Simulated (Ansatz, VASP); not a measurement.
# Zn6In6Ga6O19 (amorphous InGaZnO3.17): VASP beside Ansatz

Wanted: the spread between two codes on one cell, functional and k mesh. Of the first pair: The structure shown is the start of the Ansatz relaxation below; VASP solves that cell, so the two are compared at the walk's first step.

Calculated with Ansatz 0.2.0; plane waves, with VASP 6.6.1 beside it; single point at PBE.

### Step 1. Starting point

The cell holds 74 atoms: 12 In, 12 Ga, 12 Zn and 38 O. Cell: a = 10.050 Å, b = 10.050 Å, c = 10.050 Å, α = 90.0°, β = 90.0°, γ = 90.0°. 74 atoms (12 In, 12 Ga, 12 Zn, 38 O) packed at random and pushed apart as soft spheres at 5.9 g/cm^3; MD (Langevin at fixed volume unless said) with the MACE-MP-0b2 small potential (Batatia et al., arXiv:2401.00096), steps of 2 fs: 0.7 ps at 2600 K, 2600 to 1560 K in 0.7 ps, 1560 to 300 K in 2 ps; then atoms relaxed.

### Step 2. Ansatz: relaxation, PBE

Ansatz runs on its default PAW (the set named soft_2) files.

The two programs are compared at the cell with which this relaxation starts, whose forces are those of its first step.

input.yaml reads:

```yaml
crystal:
  lattice:
    - [10.05036, 0.0, 0.0]
    - [0.0, 10.05036, 0.0]
    - [0.0, 0.0, 10.05036]
  atoms:
    - { symbol: In, position: [0.86462, 0.28863, 0.79981] }
    - { symbol: In, position: [0.43515, 0.17041, 0.17136] }
    - { symbol: In, position: [0.53413, 0.53099, 0.34068] }
    - { symbol: In, position: [0.41294, 0.54728, 0.98809] }
    - { symbol: In, position: [0.80188, 0.08302, 0.39374] }
    - { symbol: In, position: [0.72684, 0.73011, 0.55349] }
    - { symbol: In, position: [0.95674, 0.57437, 0.30854] }
    - { symbol: In, position: [0.02093, 0.50588, 0.93607] }
    - { symbol: In, position: [0.14847, 0.81794, 0.87067] }
    - { symbol: In, position: [0.16874, 0.02822, 0.41046] }
    - { symbol: In, position: [0.00975, 0.24709, 0.20079] }
    - { symbol: In, position: [0.68879, 0.07653, 0.07003] }
    - { symbol: Ga, position: [0.39785, 0.95262, 0.66918] }
    - { symbol: Ga, position: [0.21998, 0.10584, 0.71277] }
    - { symbol: Ga, position: [0.992, 0.03445, 0.92606] }
    - { symbol: Ga, position: [0.03203, 0.22299, 0.54093] }
    - { symbol: Ga, position: [0.53178, 0.22568, 0.92195] }
    - { symbol: Ga, position: [0.49729, 0.8543, 0.96372] }
    - { symbol: Ga, position: [0.00373, 0.88787, 0.15827] }
    - { symbol: Ga, position: [0.70647, 0.79277, 0.21604] }
    - { symbol: Ga, position: [0.08961, 0.6431, 0.57081] }
    - { symbol: Ga, position: [0.2934, 0.39555, 0.71873] }
    - { symbol: Ga, position: [0.20676, 0.25326, 0.9644] }
    - { symbol: Ga, position: [0.47464, 0.20774, 0.47016] }
    - { symbol: Zn, position: [0.50769, 0.91997, 0.39748] }
    - { symbol: Zn, position: [0.68037, 0.04457, 0.69913] }
    - { symbol: Zn, position: [0.22352, 0.97451, 0.07177] }
    - { symbol: Zn, position: [0.29143, 0.74147, 0.33825] }
    - { symbol: Zn, position: [0.57643, 0.40336, 0.67045] }
    - { symbol: Zn, position: [0.80488, 0.76738, 0.92263] }
    - { symbol: Zn, position: [0.99292, 0.98199, 0.62798] }
    - { symbol: Zn, position: [0.71141, 0.38695, 0.12017] }
    - { symbol: Zn, position: [0.77224, 0.39515, 0.43658] }
    - { symbol: Zn, position: [0.24845, 0.45942, 0.26131] }
    - { symbol: Zn, position: [0.85977, 0.53025, 0.72875] }
    - { symbol: Zn, position: [0.38125, 0.66442, 0.68798] }
    - { symbol: O, position: [0.06389, 0.78854, 0.67808] }
    - { symbol: O, position: [0.88857, 0.76602, 0.24659] }
    - { symbol: O, position: [0.66145, 0.23616, 0.4409] }
    - { symbol: O, position: [0.54204, 0.9283, 0.80065] }
    - { symbol: O, position: [0.86197, 0.07802, 0.79042] }
    - { symbol: O, position: [0.41561, 0.35226, 0.30551] }
    - { symbol: O, position: [0.79118, 0.93153, 0.55383] }
    - { symbol: O, position: [0.42321, 0.9498, 0.09904] }
    - { symbol: O, position: [0.80055, 0.22753, 0.1723] }
    - { symbol: O, position: [0.44896, 0.50603, 0.77587] }
    - { symbol: O, position: [0.06816, 0.45479, 0.16812] }
    - { symbol: O, position: [0.20934, 0.55787, 0.67744] }
    - { symbol: O, position: [0.22683, 0.4388, 0.93903] }
    - { symbol: O, position: [0.15808, 0.6066, 0.39724] }
    - { symbol: O, position: [0.01367, 0.22426, 0.97331] }
    - { symbol: O, position: [0.63749, 0.74977, 0.04562] }
    - { symbol: O, position: [0.52885, 0.04254, 0.56366] }
    - { symbol: O, position: [0.60477, 0.7423, 0.36626] }
    - { symbol: O, position: [0.38027, 0.60672, 0.20576] }
    - { symbol: O, position: [0.67109, 0.97375, 0.26358] }
    - { symbol: O, position: [0.14083, 0.28496, 0.69625] }
    - { symbol: O, position: [0.22013, 0.19023, 0.14028] }
    - { symbol: O, position: [0.84756, 0.94285, 0.02923] }
    - { symbol: O, position: [0.18309, 0.87791, 0.26451] }
    - { symbol: O, position: [0.39105, 0.79472, 0.54437] }
    - { symbol: O, position: [0.74885, 0.68765, 0.7573] }
    - { symbol: O, position: [0.38754, 0.0793, 0.35649] }
    - { symbol: O, position: [0.6421, 0.2447, 0.76601] }
    - { symbol: O, position: [0.74028, 0.51119, 0.2651] }
    - { symbol: O, position: [0.90891, 0.60483, 0.52203] }
    - { symbol: O, position: [0.96272, 0.34332, 0.40273] }
    - { symbol: O, position: [0.6423, 0.52182, 0.52943] }
    - { symbol: O, position: [0.40721, 0.33332, 0.58083] }
    - { symbol: O, position: [0.99016, 0.70719, 0.97458] }
    - { symbol: O, position: [0.36374, 0.73321, 0.89618] }
    - { symbol: O, position: [0.56433, 0.40399, 0.00334] }
    - { symbol: O, position: [0.35159, 0.22776, 0.84104] }
    - { symbol: O, position: [0.98, 0.04643, 0.27831] }
kpoints:
  mp_grid: { grid: [1, 1, 1] }
hamiltonian:
  xc: pbe
scf:
  occupations: { method: fermi_dirac, width: 0.025 }
output:
  forces: true
relax:
  f_tol: 0.04
  max_steps: 250
  cell: {}
```

On the command line:

```bash
> ansatz run input.yaml --threads 4 --pin off --max-ram 8192MiB --backend cpu --events-out ev --progress --plain --runs-dir out
```

Numbers of over 12 decimals in the logs are rounded to 6 here.

What it wrote:

```text
Engine: ansatz 0.2.0, aarch64-unknown-linux-gnu
Pseudopotentials: kind: paw
Pseudopotential: In, paw, valence charge 13, recommended cutoff 420 eV (normal), In.paw.azcp
Pseudopotential: Ga, paw, valence charge 13, recommended cutoff 420 eV (normal), Ga.paw.azcp
Pseudopotential: Zn, paw, valence charge 12, recommended cutoff 420 eV (normal), Zn.paw.azcp
Pseudopotential: O, paw, valence charge 6, recommended cutoff 420 eV (normal), O.paw.azcp
Functional definition: PBE
  parameter kappa = 0.804
  parameter beta = 0.066725
  exchange = pbe_x(kappa = kappa, mu = beta*pi^2/3)
  correlation = pbe_c(beta = beta)
Crystal: 74 atoms, lattice volume = 1015.184 Å³
Basis set: ecut = 420 eV, 19933 PW (Γ), exchange–correlation on 144×144×144 points (8 copies of the dense FFT grid, shifted against one another)
Bands: 416, of which v1, the nominal top of the filled ones, is band 342 counted from 1 (341 counted from 0)
Symmetry: 1 space group operations
Space group: P1 (ITA 1), of the structure as read, at distance tolerance 1.0e-4 Å
k-points: 1
Non-local potential: In, projectors of the file, l = 0: 2, l = 1: 2, l = 2: 2, l = 3: 2
Non-local potential: Ga, projectors of the file, l = 0: 2, l = 1: 2, l = 2: 3, l = 3: 1
Non-local potential: Zn, projectors of the file, l = 0: 2, l = 1: 2, l = 2: 3, l = 3: 1
Non-local potential: O, projectors of the file, l = 0: 2, l = 1: 2, l = 2: 1
PAW form: soft (Blöchl's): semilocal exchange-correlation on the pseudo side does not see the compensation charge
PAW one-centre angular grid: In, 590 points (default); XC on 64 Gauss nodes
PAW one-centre angular grid: Ga, 590 points (default); XC on 64 Gauss nodes
PAW one-centre angular grid: Zn, 590 points (default); XC on 64 Gauss nodes
PAW one-centre angular grid: O, 110 points (default); XC on 64 Gauss nodes
Initial density: superposition of atomic densities (neutral atoms: chi_scale 0, normalization atom), corrected by the library's trained network
Initial wavefunctions: pseudopotential atomic-orbital guess
Functional: x = pbe(κ = 0.804, μ = 0.219515), c = pbe(β = 0.066725)
SCF iter   1: F=—  HF=-173955.609298 eV  |F-HF|=—  |Δ(HF+E_count)|=         —  Δρ=6.48e-3  dr2=7.21e-1  ethr=1.77e-3  ⟨swp⟩=6.0  Hψ=1591  notcnv=0  defer=1
preconditioner: auto → LDOS  [insulator: Δε(μ)=0.159 eV  Ē_g=14.524 eV  σ=0.025 eV  W_gap=0.92  n_scr=256 (ndim 8)  ℏωp=30.5 eV  f_vac=0.053  D(μ)=6.23/eV (n_scr^D=18)  ε∞_Penn≈5.4  β→1.0]
SCF iter   2: F=—  HF=-173955.660439 eV  |F-HF|=—  |Δ(HF+E_count)|=   5.11e-2  Δρ=8.00e-3  dr2=1.36e0  ethr=1.05e-4  ⟨swp⟩=3.0  Hψ=808  notcnv=0  defer=62
SCF iter   3: F=—  HF=-173955.477854 eV  |F-HF|=—  |Δ(HF+E_count)|=   1.83e-1  Δρ=2.24e-3  dr2=8.33e-2  ethr=1.05e-4  ⟨swp⟩=3.0  Hψ=701  notcnv=0  defer=62
SCF iter   4: F=—  HF=-173955.466068 eV  |F-HF|=—  |Δ(HF+E_count)|=   1.18e-2  Δρ=9.50e-4  dr2=1.51e-2  ethr=1.22e-5  ⟨swp⟩=2.0  Hψ=607  notcnv=0  defer=62
SCF iter   5: F=—  HF=-173955.463675 eV  |F-HF|=—  |Δ(HF+E_count)|=   2.39e-3  Δρ=5.02e-4  dr2=3.53e-3  ethr=2.21e-6  ⟨swp⟩=2.0  Hψ=685  notcnv=0  defer=62
SCF iter   6: F=—  HF=-173955.463093 eV  |F-HF|=—  |Δ(HF+E_count)|=   5.82e-4  Δρ=2.14e-4  dr2=6.64e-4  ethr=5.17e-7  ⟨swp⟩=2.0  Hψ=538  notcnv=0  defer=62
SCF iter   7: F=—  HF=-173955.462994 eV  |F-HF|=—  |Δ(HF+E_count)|=   9.91e-5  Δρ=1.24e-4  dr2=2.57e-4  ethr=9.71e-8  ⟨swp⟩=2.0  Hψ=538  notcnv=0  defer=62
SCF iter   8: F=—  HF=-173955.462970 eV  |F-HF|=—  |Δ(HF+E_count)|=   2.44e-5  Δρ=6.31e-5  dr2=7.97e-5  ethr=3.76e-8  ⟨swp⟩=2.0  Hψ=538  notcnv=0  defer=62
SCF iter   9: F=—  HF=-173955.463825 eV  |F-HF|=—  |Δ(HF+E_count)|=   8.55e-4  Δρ=3.20e-5  dr2=1.64e-5  ethr=1.17e-8  ⟨swp⟩=2.0  Hψ=580  notcnv=0  defer=62
SCF iter  10: F=—  HF=-173955.463823 eV  |F-HF|=—  |Δ(HF+E_count)|=   1.88e-6  Δρ=1.84e-5  dr2=4.85e-6  ethr=2.39e-9  ⟨swp⟩=2.0  Hψ=660  notcnv=0  defer=62
SCF iter  11: F=—  HF=-173955.463823 eV  |F-HF|=—  |Δ(HF+E_count)|=   5.84e-7  Δρ=9.13e-6  dr2=1.15e-6  ethr=7.09e-10  ⟨swp⟩=2.0  Hψ=539  notcnv=0  defer=62
SCF iter  12: F=—  HF=-173955.463823 eV  |F-HF|=—  |Δ(HF+E_count)|=   1.10e-7  Δρ=4.87e-6  dr2=3.00e-7  ethr=1.68e-10  ⟨swp⟩=2.0  Hψ=539  notcnv=0  defer=62
SCF iter  13: F=-173955.463822 eV  HF=-173955.463822 eV  |F-HF|=6.34e-8  |Δ(HF+E_count)|=   8.50e-9  Δρ=2.69e-6  dr2=7.95e-8  ethr=1.46e-11  ⟨swp⟩=4.0  Hψ=1267  notcnv=0
SCF 1 converged in 13 iterations: F = -173955.463822 eV  dr2 = 7.95e-8
  greatest PAW one-centre occupation: 0.998 electrons in one spin orbital (limit 2), on the Ga atom at site 21 (counted from 0), in its partial waves of l = 2
relax step   1: F+E_penalty+E_count = -173955.46382243 eV  Δ(F+E_penalty+E_count) = +0.000e0 eV  max|allowed force component| = 1.352e0 eV/Å  Δτ_max = 0.0000 Å  P = +2.228 GPa  Ω = 1015.184 Å³  (13 SCF iters, dr2 threshold 1.00e-7 eV, accepted)
Crystal: 74 atoms, lattice volume = 1039.552 Å³
[...]
atom  37  O     -0.00024847    -0.00082834    -0.00638198
  atom  38  O      0.00172377    -0.00034445    -0.00009141
  atom  39  O      0.00329100    -0.00689475     0.00043534
  atom  40  O      0.00067111     0.00380511    -0.00262996
  atom  41  O     -0.00329474     0.00709992     0.00623146
  atom  42  O      0.00827102    -0.00015239    -0.00106275
  atom  43  O     -0.01354719    -0.00256598     0.00374961
  atom  44  O     -0.00569695    -0.00020365     0.00317179
  atom  45  O      0.00424636    -0.00456332    -0.00011920
  atom  46  O     -0.00769635    -0.00877147     0.00503289
  atom  47  O      0.00080855    -0.00724858     0.00617118
  atom  48  O      0.01302383     0.00415948    -0.01999042
  atom  49  O      0.00013609    -0.00359368    -0.00017810
  atom  50  O      0.00206897    -0.00447820    -0.00932274
  atom  51  O      0.00047213    -0.00464856     0.00095182
  atom  52  O     -0.00743684     0.00119828     0.01081340
  atom  53  O     -0.00950075     0.01035893    -0.01151879
  atom  54  O     -0.00302968    -0.00020618    -0.00588870
  atom  55  O      0.00048284    -0.00192331    -0.01333937
  atom  56  O      0.00875939     0.01015980     0.00200522
  atom  57  O      0.00408400     0.00948715     0.00560623
  atom  58  O     -0.01038897    -0.01025057     0.00318121
  atom  59  O     -0.01091096     0.00192468     0.00021399
  atom  60  O     -0.00652742    -0.00065001    -0.00040067
[...]
atom  67  O     -0.00160281     0.00329558     0.00378152
  atom  68  O      0.00501021    -0.00580663     0.00274211
  atom  69  O      0.00190871     0.01610186    -0.00083045
  atom  70  O     -0.00519365    -0.00494122     0.01031480
  atom  71  O     -0.00221499    -0.00265656     0.00539680
  atom  72  O     -0.00302261     0.00197748    -0.00189603
  atom  73  O     -0.00499669    -0.00809464     0.01501549
  atom  74  O     -0.00861232     0.01013827    -0.00427872
  max |Σ_I F_I| component: 5.22e-6 eV/Å
--- Stress (GPa, compression-positive) ---
        0.013931       0.008324      -0.006142
        0.008324      -0.024022       0.001151
       -0.006142       0.001151      -0.016863
  P = ⅓ Tr σ = -0.0090 GPa (-0.090 kbar)
--- Relaxed structure (57 steps of the walk, 50 accepted, 3 SCFs on fresh bases) ---
  F+E_penalty+E_count = -173962.77434634 eV   max|allowed force component| = 3.290e-2 eV/Å   (the final SCF, on the basis selected at the relaxed cell)
  cell:  # Å, volume = 1101.4764 Å³
    - [9.836414, 0.206710, -0.075563]
    - [0.206710, 10.169803, -0.154763]
    - [-0.075563, -0.154763, 11.018571]
  atoms:
    - { symbol: In, position: [0.880403, 0.337823, 0.779211] }
    - { symbol: In, position: [0.445343, 0.303769, 0.241386] }
    - { symbol: In, position: [0.532344, 0.599312, 0.411997] }
    - { symbol: In, position: [0.366735, 0.504701, 0.956798] }
    - { symbol: In, position: [0.800926, 0.016267, 0.404452] }
    - { symbol: In, position: [0.742104, 0.689758, 0.606676] }
    - { symbol: In, position: [0.921130, 0.602953, 0.341722] }
    - { symbol: In, position: [-0.028012, 0.538938, 1.038535] }
    - { symbol: In, position: [0.160043, 0.821689, 0.865713] }
    - { symbol: In, position: [0.156897, -0.083421, 0.387903] }
    - { symbol: In, position: [0.00719141, 0.246192, 0.251630] }
    - { symbol: In, position: [0.712204, 0.113444, 0.090923] }
    - { symbol: Ga, position: [0.444189, 0.915890, 0.646555] }
    - { symbol: Ga, position: [0.215448, 0.032288, 0.609835] }
    - { symbol: Ga, position: [0.995685, 0.034012, 0.900066] }
    - { symbol: Ga, position: [-0.0046324, 0.217765, 0.587757] }
    - { symbol: Ga, position: [0.558481, 0.253818, 0.946344] }
    - { symbol: Ga, position: [0.495719, 0.844296, 0.938625] }
    - { symbol: Ga, position: [-0.016261, 0.874924, 0.145665] }
    - { symbol: Ga, position: [0.680215, 0.795108, 0.184662] }
    - { symbol: Ga, position: [0.092608, 0.646277, 0.563714] }
    - { symbol: Ga, position: [0.303592, 0.369588, 0.639635] }
    - { symbol: Ga, position: [0.179739, 0.278830, 0.972520] }
    - { symbol: Ga, position: [0.521642, 0.154763, 0.488084] }
    - { symbol: Zn, position: [0.479775, 0.966336, 0.276572] }
    - { symbol: Zn, position: [0.675564, 0.050393, 0.745178] }
    - { symbol: Zn, position: [0.244150, 1.027850, 0.100569] }
    - { symbol: Zn, position: [0.347677, 0.759781, 0.158135] }
    - { symbol: Zn, position: [0.594188, 0.386146, 0.688324] }
    - { symbol: Zn, position: [0.824236, 0.807107, 0.902482] }
    - { symbol: Zn, position: [0.973216, 0.941566, 0.634547] }
    - { symbol: Zn, position: [0.718878, 0.437629, 0.141157] }
    - { symbol: Zn, position: [0.768897, 0.373280, 0.444317] }
    - { symbol: Zn, position: [0.224306, 0.540966, 0.283317] }
    - { symbol: Zn, position: [0.739294, 0.526475, 0.892939] }
    - { symbol: Zn, position: [0.387510, 0.637275, 0.699377] }
    - { symbol: O, position: [0.087785, 0.777067, 0.685609] }
    - { symbol: O, position: [0.864407, 0.758575, 0.221243] }
    - { symbol: O, position: [0.690012, 0.197841, 0.425976] }
    - { symbol: O, position: [0.522318, 0.945285, 0.807766] }
    - { symbol: O, position: [0.856556, -0.030598, 0.793353] }
    - { symbol: O, position: [0.380312, 0.467873, 0.370286] }
    - { symbol: O, position: [0.839224, 0.859228, 0.521221] }
    - { symbol: O, position: [0.412898, 0.926886, 0.080478] }
    - { symbol: O, position: [0.824579, 0.271672, 0.157728] }
    - { symbol: O, position: [0.421198, 0.461866, 0.768170] }
    - { symbol: O, position: [0.045913, 0.469274, 0.229358] }
    - { symbol: O, position: [0.231499, 0.537090, 0.618289] }
    - { symbol: O, position: [0.149690, 0.456377, 0.947538] }
    - { symbol: O, position: [0.121905, 0.692447, 0.396122] }
    - { symbol: O, position: [0.033038, 0.208142, 0.886466] }
    - { symbol: O, position: [0.657420, 0.784719, 0.016680] }
    - { symbol: O, position: [0.585805, 0.013649, 0.580945] }
    - { symbol: O, position: [0.521071, 0.766332, 0.276589] }
    - { symbol: O, position: [0.322421, 0.582246, 0.130097] }
    - { symbol: O, position: [0.677764, 0.978803, 0.237032] }
    - { symbol: O, position: [0.190022, 0.227613, 0.619563] }
    - { symbol: O, position: [0.173005, 0.201538, 0.127955] }
    - { symbol: O, position: [0.894346, 0.996251, 0.041493] }
    - { symbol: O, position: [0.173572, 0.874251, 0.185802] }
[...]
- { symbol: O, position: [0.960837, 0.291532, 0.433745] }
    - { symbol: O, position: [0.657417, 0.494962, 0.556121] }
    - { symbol: O, position: [0.461839, 0.291547, 0.584263] }
    - { symbol: O, position: [1.004487, 0.750979, 0.993261] }
    - { symbol: O, position: [0.359769, 0.719992, 0.880951] }
    - { symbol: O, position: [0.592517, 0.441017, -0.00605657] }
    - { symbol: O, position: [0.367343, 0.276724, 0.942527] }
    - { symbol: O, position: [0.976993, 0.021628, 0.290682] }
```

Reading the cycles: dr2 is the Hartree energy of the density residual (eV), the measure of convergence; HF is the Harris–Foulkes estimate of the energy, which meets the free energy F at convergence.

(Part 1 of 3 ends here.)

[Lines on the potential files, build, host, timing and source positions are cut from VASP's logs without a mark.]

[Logs are printed without paths, hosts, clocks, repeated set-up lines and the standing remarks that a program may print on its own settings, such as how far it seeks lower states.]

[Hosts, paths, dates, database ids (printed as entryN), source tags and the programs' standing remarks are cut or masked in the printed files.]
